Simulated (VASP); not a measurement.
# RbMg6Sn (Amm2) in VASP: further runs

One crystal, RbMg6Sn, is run at these levels: PBE, revPBE, RPBE+D3; tasks: single point, electrostatic potential.

Program: VASP 6.6.1. These are calculated values, not measurements. Logs are shortened: lines on timing, memory, paths and dates and some standing lists are left out, and cuts for length are marked.

### 1 The structure

The structure is orthorhombic, space group Amm2 (No. 38). The conventional cell has a = 5.224 Å, b = 7.053 Å, c = 12.196 Å, α = 90.00°, β = 90.00°, γ = 90.00°. Sn (site symmetry mm2) has 8 Mg at 3.08 to 3.54 Å and 2 Rb at 3.47 Å as nearest neighbours. Rb (site symmetry mm2) has 2 Sn at 3.47 Å and 10 Mg at 3.48 to 3.54 Å as nearest neighbours. Mg (site symmetry mm2) is surrounded by 10 Mg at 3.21 to 3.63 Å and 2 Rb at 3.53 Å. Mg (site symmetry m) has 2 Sn at 3.22 Å and 8 Mg at 3.23 to 3.65 Å and 2 Rb at 3.51 to 3.54 Å as nearest neighbours. Mg (site symmetry mm2) is surrounded by 10 Mg at 3.34 to 3.56 Å and 2 Sn at 3.54 Å. Mg (site symmetry m) has 6 Mg at 3.05 to 3.51 Å and 1 Sn at 3.08 Å and 2 Rb at 3.48 Å as nearest neighbours.

The cell comes from a database or a generator and needn't be the stable form of this composition.

### 2 Single point, PBE

Input file INCAR:

```
ALGO = Normal ; EDIFF = 1E-6
ENCUT = 500 ; GGA = PE
ISIF = 2 ; ISMEAR = 0
LASPH = True ; LCHARG = True
LELF = True ; LREAL = False
LVHAR = True ; LWAVE = False
NBANDS = 22 ; NELM = 60
PREC = Accurate ; SIGMA = 0.02
```

Input file KPOINTS:

```
k-points
0
Gamma
  5 5 5
```

Input file POSCAR:

```
RbMg6Sn
5.2244
    0.999994449123      0.000000000000      0.000000000000
    0.000000000000      0.675047565271      1.167248487865
    0.000000000000     -0.675047565271      1.167248487865
Sn Rb Mg
1 1 6
Direct
    0.0000000000      0.8542230000      0.8542230000
    0.5000000000      0.6675080000      0.6675080000
    0.5000000000      0.1613810000      0.1613810000
    0.5000000000      0.6771230000      0.1603050000
    0.5000000000      0.1603050000      0.6771230000
    0.0000000000      0.3324390000      0.3324390000
    0.0000000000      0.8570810000      0.2899410000
    0.0000000000      0.2899410000      0.8570810000
```

Potentials or basis: VASP PAW PBE potentials, release 64 (Sn, Rb_pv, Mg).

Launch:

```sh
$ cat potpaw_PBE.64/Sn/POTCAR potpaw_PBE.64/Rb_pv/POTCAR potpaw_PBE.64/Mg/POTCAR > POTCAR
$ mpirun -np 1 vasp_std > vasp.out
```

OUTCAR:

```text
EDIFF = 1E-6
   ENCUT = 500
   GGA = PE
   ISIF = 2
   ISMEAR = 0
   LASPH = True
   LREAL = False
   NELM = 60
   PREC = Accurate

 ion  position               nearest neighbor table
   1  0.000  0.854  0.854-   7 3.08   8 3.08   4 3.22   5 3.22   4 3.22   5 3.22   2 3.47   2 3.47
                             6 3.54   6 3.54
   2  0.500  0.668  0.668-   1 3.47   1 3.47   8 3.48   7 3.48   7 3.48   8 3.48   5 3.51   4 3.51
                             3 3.53   3 3.53   5 3.54   4 3.54
   3  0.500  0.161  0.161-   7 3.21   8 3.21   7 3.21   8 3.21   6 3.34   6 3.34   4 3.42   5 3.42
                             2 3.53   2 3.53   4 3.63   5 3.63
   4  0.500  0.677  0.160-   1 3.22   1 3.22   7 3.23   7 3.23   6 3.35   6 3.35   5 3.41   3 3.42
                             2 3.51   2 3.54   3 3.63   5 3.65
   5  0.500  0.160  0.677-   1 3.22   1 3.22   8 3.23   8 3.23   6 3.35   6 3.35   4 3.41   3 3.42
                             2 3.51   2 3.54   3 3.63   4 3.65
   6  0.000  0.332  0.332-   3 3.34   3 3.34   5 3.35   4 3.35   4 3.35   5 3.35   8 3.51   7 3.51
                             1 3.54   1 3.54   7 3.56   8 3.56
   7  0.000  0.857  0.290-   8 3.05   1 3.08   3 3.21   3 3.21   4 3.23   4 3.23   2 3.48   2 3.48
                             6 3.51   6 3.56
   8  0.000  0.290  0.857-   7 3.05   1 3.08   3 3.21   3 3.21   5 3.23   5 3.23   2 3.48   2 3.48
                             6 3.51   6 3.56

  LATTYP: Found a base centered orthorhombic cell.
 ALAT       =     7.0534370000
 B/A-ratio  =     1.7291351720
 C/A-ratio  =     0.7406844351

  Lattice vectors:

 A1 = (   0.0000000000,   3.5267185000,  -6.0981730000)
 A2 = (   0.0000000000,   3.5267185000,   6.0981730000)
 A3 = (   5.2243710000,   0.0000000000,   0.0000000000)

Analysis of symmetry for initial positions (statically):
=====================================================================
 Subroutine PRICEL returns:
 Original cell was already a primitive cell.

 Routine SETGRP: Setting up the symmetry group for a
 base centered orthorhombic supercell.

 Subroutine GETGRP returns: Found  4 space group operations
 (whereof  4 operations were pure point group operations)
 out of a pool of  8 trial point group operations.

The static configuration has the point symmetry C_2v.

Analysis of symmetry for dynamics (positions and initial velocities):
=====================================================================
 Subroutine PRICEL returns:
 Original cell was already a primitive cell.

 Routine SETGRP: Setting up the symmetry group for a
 base centered orthorhombic supercell.

 Subroutine GETGRP returns: Found  4 space group operations
 (whereof  4 operations were pure point group operations)
 out of a pool of  8 trial point group operations.

The dynamic configuration has the point symmetry C_2v.

 Subroutine INISYM returns: Found  4 space group operations
 (whereof  4 operations are pure point group operations),
 and found     1 'primitive' translations

----------------------------------------------------------------------------------------

                                     Primitive cell

  volume of cell :     224.7163

  direct lattice vectors                    reciprocal lattice vectors
     5.224371000  0.000000000  0.000000000     0.191410602  0.000000000  0.000000000
     0.000000000  3.526718500  6.098173000     0.000000000  0.141774854  0.081991770
     0.000000000 -3.526718500  6.098173000     0.000000000 -0.141774854  0.081991770

  length of vectors
     5.224371000  7.044533861  7.044533861     0.191410602  0.163776554  0.163776554

  position of ions in fractional coordinates (direct lattice)
     0.000000000  0.854223000  0.854223000
     0.500000000  0.667508000  0.667508000
     0.500000000  0.161381000  0.161381000
     0.500000000  0.677123000  0.160305000
     0.500000000  0.160305000  0.677123000
     0.000000000  0.332439000  0.332439000
     0.000000000  0.857081000  0.289941000
     0.000000000  0.289941000  0.857081000

  ion indices of the primitive-cell ions
   primitive index   ion index
                 1           1
                 2           2
                 3           3
                 4           4
                 5           5
                 6           6
                 7           7
                 8           8

----------------------------------------------------------------------------------------

 KPOINTS: k-points

Automatic generation of k-mesh.
 Grid dimensions read from file:
 generate k-points for:    5    5    5

 Generating k-lattice:

  Cartesian coordinates                     Fractional coordinates (reciprocal lattice)
     0.038282120  0.000000000  0.000000000     0.200000000  0.000000000  0.000000000
     0.000000000  0.028354971  0.016398354     0.000000000  0.200000000  0.000000000
     0.000000000 -0.028354971  0.016398354     0.000000000  0.000000000  0.200000000

  Length of vectors
     0.038282120  0.032755311  0.032755311

  Shift w.r.t. Gamma in fractional coordinates (k-lattice)
     0.000000000  0.000000000  0.000000000

 Subroutine IBZKPT returns following result:
 ===========================================

 Found     27 irreducible k-points:

 Following reciprocal coordinates:
            Coordinates               Weight
  0.000000  0.000000  0.000000      1.000000
  0.200000  0.000000  0.000000      2.000000
  0.400000  0.000000  0.000000      2.000000
  0.000000  0.200000 -0.000000      4.000000
  0.200000  0.200000 -0.000000      8.000000
  0.400000  0.200000 -0.000000      8.000000
[... 16 lines left out ...]
  0.200000  0.400000  0.400000      4.000000
  0.400000  0.400000  0.400000      4.000000
 [... further k-points ...]
   k-points           NKPTS =     27   k-points in BZ     NKDIM =     27   number of bands    NBANDS=     22
   number of dos      NEDOS =    301   number of ions     NIONS =      8
   total plane-waves  NPLWV = 116640
   dimension x,y,z NGX =    40 NGY =   54 NGZ =   54
   dimension x,y,z NGXF=    80 NGYF=  108 NGZF=  108
   ions per type =               1   1   6
   NGX,Y,Z   is equivalent  to a cutoff of  12.73, 12.74, 12.74 a.u.
   NGXF,Y,Z  is equivalent  to a cutoff of  25.46, 25.49, 25.49 a.u.
 SYSTEM =  unknown system
   PREC   = accura    normal or accurate (medium, high low for compatibility)
   ISTART =      0    job   : 0-new  1-cont  2-samecut
   ICHARG =      2    charge: 1-file 2-atom 10-const
   ISPIN  =      1    spin polarized calculation?
   LNONCOLLINEAR =      F non collinear calculations
   LSORBIT =      F    spin-orbit coupling
   LASPH  =      T    aspherical Exc in radial PAW
   ENCUT  =  500.0 eV  36.75 Ry    6.06 a.u.   9.53 12.84 12.84*2*pi/ulx,y,z
   NELM   =     60;   NELMIN=  2; NELMDL= -5     # of ELM steps
   EDIFF  = 0.1E-05   stopping-criterion for ELM
   LREAL  =      F    real-space projection
   EDIFFG = 0.1E-04   stopping-criterion for IOM
   NSW    =      0    number of steps for IOM
   IBRION =     -1    ionic relax: 0-MD 1-quasi-New 2-CG
   NFREE  =      0    steps in history (QN), initial steepest desc. (CG)
   ISIF   =      2    stress and relaxation
   ISYM   =      2    0-nonsym 1-usesym 2-fastsym
   POTIM  = 0.5000    time-step for ionic-motion
   TEBEG  =    0.0;   TEEND  =   0.0 temperature during run
   PSTRESS=    0.0 pullay stress
   NELECT =      23.0000    total number of electrons
   NUPDOWN=      -1.0000    fix difference up-down
   EMIN   =  10.00;   EMAX   =-10.00  energy-range for DOS
   EFERMI =   0.00;   METHOD = LEGACY
   ISMEAR =     0;   SIGMA  =   0.02  broadening in eV -4-tet -1-fermi 0-gaus
   EFERMI_NEDOS =   21; number of points for ismear=-14 and -15
   IALGO  =     38    algorithm
   IMIX   =      4    mixing-type and parameters
     AMIX     =   0.40;   BMIX     =  1.00
     AMIX_MAG =   1.60;   BMIX_MAG =  1.00
  volume/ion in A,a.u.               =      28.09       189.56
  Fermi-wavevector in a.u.,A,eV,Ry     =   0.765783  1.447121  7.978785  0.586424
  Thomas-Fermi vector in A             =   1.865979
   LORBIT       =      0    0 simple, 1 ext, 2 COOP (PROOUT), +10 PAW based schemes
   GGA     = PE    functional components
   LHFCALC =     F    Hartree Fock is set to
   AEXX    =    0.0000 exact exchange contribution
   IVDW    =     0    specifies the selected vdW correction
   LEPSILON=     F    determine dielectric tensor
   LRPA    =     F    only Hartree local field effects (RPA)
 non-spin polarized calculation
 Gauss-broadening in eV      SIGMA  =   0.02
  energy-cutoff  :      500.00
  volume of cell :      224.72
 maximum number of plane-waves:      5735
 NGX is ok and might be reduce to    40
   NGX = 19   NGY = 25   NGZ = 25

 number of electron      23.0000000 magnetization

 Free energy of the ion-electron system (eV)
  ---------------------------------------------------
  ext. energy  EPLUGINS =         0.00000000
  ---------------------------------------------------
  free energy    TOTEN  =       -12.41111533 eV

  energy without entropy =      -12.40829873  energy(sigma->0) =      -12.40970703

 E-fermi :   1.8399     XC(G=0):  -8.2906

 val. band max:        1.8367216602   @ k =   0.2000   0.2000  -0.0000
 cond. band min:       1.8484007206   @ k =   0.4000  -0.2000   0.2000
 fundamental gap:      0.0116790604
 Fermi energy:         1.8399238128

 k-point     1 :       0.0000    0.0000    0.0000
  band No.  band energies     occupation
      1      -9.8241      2.00000
      2      -9.8127      2.00000
      3      -9.7424      2.00000
      4      -5.8442      2.00000
      5      -2.4300      2.00000
      6      -1.2199      2.00000
[... 14 lines left out ...]
     21       4.9750      0.00000
     22       5.5653      0.00000

 k-point     2 :       0.2000    0.0000    0.0000
  band No.  band energies     occupation
      1      -9.8183      2.00000
      2      -9.8092      2.00000
      3      -9.7764      2.00000
      4      -5.6910      2.00000
      5      -2.4329      2.00000
      6      -1.0188      2.00000
[... 542 lines left out ...]
 k-point    24 :       0.4000    0.4000    0.4000
  band No.  band energies     occupation
      1      -9.8336      2.00000
      2      -9.8112      2.00000
      3      -9.8059      2.00000
      4      -5.3108      2.00000
      5      -2.2860      2.00000
      6      -1.8898      2.00000
[... 14 lines left out ...]
     21       6.1786      0.00000
     22       6.4514      0.00000

 [... further k-points ...]

------------------------ aborting loop because EDIFF is reached ----------------------------------------

  FORCE on cell =-STRESS in cart. coord.  units (eV):
  Direction    XX          YY          ZZ          XY          YZ          ZX
  --------------------------------------------------------------------------------------
  -------------------------------------------------------------------------------------
  Total       -0.7710092      0.2576339      0.2329291      0.0000000      0.0000000      0.0000000
  in kB       -5.4971247      1.8368726      1.6607332      0.0000000      0.0000000      0.0000000
  external PRESSURE =      -0.6665063 kB  Pullay stress =       0.0000000 kB

 VOLUME and BASIS-vectors are now :
 -----------------------------------------------------------------------------
  energy-cutoff  :      500.00
  volume of cell :      224.72
      direct lattice vectors                 reciprocal lattice vectors
     5.224371000  0.000000000  0.000000000     0.191410602  0.000000000  0.000000000
     0.000000000  3.526718500  6.098173000     0.000000000  0.141774854  0.081991770
     0.000000000 -3.526718500  6.098173000     0.000000000 -0.141774854  0.081991770

 POSITION                                       TOTAL-FORCE (eV/Angst)
 -----------------------------------------------------------------------------------
      0.00000      0.00000     10.41840         0.000000     -0.000000      0.033345
      2.61219      0.00000      8.14116         0.000000     -0.000000      0.022255
      2.61219      0.00000      1.96826         0.000000     -0.000000      0.005510
      2.61219      1.82267      5.10678         0.000000      0.015299      0.018453
      2.61219     -1.82267      5.10678         0.000000     -0.015299      0.018453
      0.00000      0.00000      4.05454         0.000000     -0.000000     -0.035969
      0.00000      2.00014      6.99474         0.000000      0.013509     -0.031024
      0.00000     -2.00014      6.99474         0.000000     -0.013509     -0.031024
 -----------------------------------------------------------------------------------
    total drift:                               -0.000000      0.000000     -0.000115

  FREE ENERGIE OF THE ION-ELECTRON SYSTEM (eV)
  ---------------------------------------------------
  free  energy   TOTEN  =       -12.4111153324 eV

  energy  without entropy=      -12.4082987277  energy(sigma->0) =      -12.40970703
```

Run time: 3 min. Hardware: 1 thread of Intel Xeon Platinum 8488C (Sapphire Rapids), shared host; peak memory 0.41 GiB.

Results:

```yaml
Free_energy: -12.4111 eV
Pressure: -0.1 GPa
Largest_force: 0.036 eV/Å
Band_gap_on_the_k_mesh: none (metal or under the smearing width)
```

Forces on the atoms (eV/Å):
```
Sn   0.000  0.000  0.033
Rb   0.000  0.000  0.022
Mg   0.000  0.000  0.006
Mg   0.000  0.015  0.018
Mg   0.000 -0.015  0.018
Mg   0.000  0.000 -0.036
Mg   0.000  0.014 -0.031
Mg   0.000 -0.014 -0.031
```

(Continued in part 2 of 2.)
